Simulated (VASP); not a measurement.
Here is the system:

```
CELL_PARAMETERS angstrom
      4.09090     0.00000     0.00000
     -2.04545     3.54282     0.00000
      0.00000     0.00000     2.91847
ATOMIC_POSITIONS crystal
  Mg 0.00000 0.00000 0.00000
  As 0.66667 0.33333 0.50000
```

The numbers are results of PBEsol GGA, VASP's PBE PAW potentials (set 64) (plane waves; VASP), not measurements. Settings: 400 eV cut-off, 12×12×14 Γ-centred mesh, tetrahedra with Blöchl corrections, potentials Mg As.

Problem. What does the run give for the energy per atom (σ→0), band gap (on the k-mesh) with the smallest direct gap where there is one?

Solution. 
```
Property                                                    Result
------------------------  ----------------------------------------
band gap (on the k-mesh)  none (metal, semimetal or under 0.01 eV)
energy per atom (σ→0)                               -3.798 eV/atom
```

Only differences to runs with the same potentials and settings are physical.

The structure comes from a computed database's MgAs entry (P-6m2); how it stands against other phases isn't given here. It was relaxed first. The electron count is odd and the run is not spin-polarised, which forces a metal.
